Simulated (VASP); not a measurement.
The system is GaSb.

```
Ga Sb
1.0
     0.00000    3.05900    3.05900
     3.05900    0.00000    3.05900
     3.05900    3.05900    0.00000
Ga Sb
1 1
Direct
  0.00000 0.00000 0.00000
  0.25000 0.25000 0.25000
```

Base run:

* Program: VASP 6.6.1
* Functional: PBE
* Potentials or basis: VASP PAW PBE potentials, release 64 (Ga_d, Sb)
* Cutoff: 450 eV
* k mesh: 6 × 6 × 6
* Occupations: gaussian, width 0.02 eV
* Spin: no spin polarisation

Its results: band gap on the k mesh 0.03 eV, direct; pressure 2.3 GPa.

Task: The run is repeated on the same cell with these changes: cutoff from 450 eV to 520 eV; k mesh from 6 × 6 × 6 to 4 × 4 × 4. What comes out?

Result: Band gap on the k mesh 0.03 eV, direct; pressure 2.7 GPa.

Caveats: some runs use coarse meshes; spin-orbit coupling is left out, which moves the levels of the heavy elements.

A k mesh can miss the band edges.

Not every run made on this cell is shown here.
